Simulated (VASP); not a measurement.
An input for Quantum ESPRESSO's pw.x (written as the equivalent of a VASP run, and not itself run):

```
&CONTROL
  calculation = 'scf'
  pseudo_dir = './pseudo'
  outdir = './out'
  tprnfor = .true.
  tstress = .true.
/
&SYSTEM
  ibrav = 0
  nat = 2
  ntyp = 2
  ecutwfc = 84
  occupations = 'smearing'
  smearing = 'methfessel-paxton'
  degauss = 0.00735
  input_dft = 'pbe'
/
&ELECTRONS
  conv_thr = 7.3e-08
  electron_maxstep = 100
/
ATOMIC_SPECIES
  Ti 47.867 Ti.upf
  N 14.007 N.upf
CELL_PARAMETERS angstrom
     0.0000000    2.0647710    2.1459850
     2.1356560    0.0000000    2.1459850
     2.1356560    2.0647710    0.0000000
ATOMIC_POSITIONS crystal
  Ti   0.0000000  0.0000000  0.0000000
  N    0.4833080  0.5166920  0.5166920
K_POINTS automatic
  13 13 13 0 0 0
```

Task: Write the VASP files for the same calculation (PBE).

Result: This is not unique; one that fits is 
POSCAR:
```
TiN
2.1459850
  0.0000000000   0.9621553739   1.0000000000
  0.9951868256   0.0000000000   1.0000000000
  0.9951868256   0.9621553739   0.0000000000
Ti N
1 1
Direct
  0.0000000000   0.0000000000   0.0000000000
  0.4833080000   0.5166920000   0.5166920000
```

### INCAR
```
SYSTEM = TiN
PREC = Accurate
ENCUT = 520
EDIFF = 1E-6
NELM = 100
ALGO = Normal
LREAL = .FALSE.
LASPH = .TRUE.
ISMEAR = 1
SIGMA = 0.1
GGA = PE
LMAXMIX = 4
LWAVE = .FALSE.
LCHARG = .FALSE.
ISIF = 2
```

KPOINTS:
```
Regular mesh
0
G
 13 13 13
0 0 0
```

POTCAR, in this order: Ti_sv N (PBE.64 set). Program: vasp_std.

What does not carry over: the potentials are each code's own (VASP's PAW set, PseudoDojo norm-conserving files in pw.x), so ENCUT and ecutwfc are chosen apart and not converted; conv_thr bounds pw.x's estimated SCF error, while EDIFF bounds the energy change between steps.

The compound is TiN in the rock salt structure. The cell was not relaxed at this level, atoms are displaced from their ideal sites.
